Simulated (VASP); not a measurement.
Given:

```xyz
2
Lattice="0.0000 2.8660 2.8660 2.8660 0.0000 2.8660 2.8660 2.8660 0.0000" Properties=species:S:1:pos:R:3 pbc="T T T"
Ge     2.8660     2.8660     0.0000
Ge     1.4330     1.4330     1.4330
```

The numbers are results of AM05 GGA, VASP's PBE PAW potentials (set 64) (plane waves; VASP 6.6.1), not measurements. Numerical set-up: 520 eV cut-off, 11×11×11 Γ-centred mesh, first-order Methfessel-Paxton smearing of 0.10 eV, potentials Ge_d.

Problem. Estimate the energy per atom (σ→0), pressure, band gap (on the k-mesh) with the smallest direct gap where there is one.

Solution. 
| Property | Value |
|---|---|
| band gap (on the k-mesh) | none (metal, semimetal or under 0.01 eV) |
| energy per atom (σ→0) | -4.693 eV/atom |
| pressure | -1.77 GPa |

Only differences to runs with the same potentials and settings are physical.

The compound is Ge in the diamond structure. This cell is one point of a volume scan, at 1.03 of the reference volume.
